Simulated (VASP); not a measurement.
Given:

```xyz
2
Lattice="0.0000 2.8033 2.8033 2.8033 0.0000 2.8033 2.8033 2.8033 0.0000" Properties=species:S:1:pos:R:3 pbc="T T T"
Ga     0.0000     0.0000     0.0000
P      1.4016     1.4016     1.4016
```

Level of theory: optB88-vdW, VASP's PBE PAW potentials (set 64) (plane waves; VASP). Numerical set-up: 520 eV cut-off, 8×8×8 Γ-centred mesh, Gaussian smearing of 0.050 eV, potentials Ga_d P.

Question: Give the stress tensor in GPa (positive for a compressed cell).

Answer: 
```
-3.94   0.00   0.00
 0.00  -3.94   0.00
 0.00   0.00  -3.94
```
The pressure is its mean diagonal, -3.94 GPa.

The compound is GaP in the zinc blende structure. This cell is one point of a volume scan, at 1.06 of the reference volume.
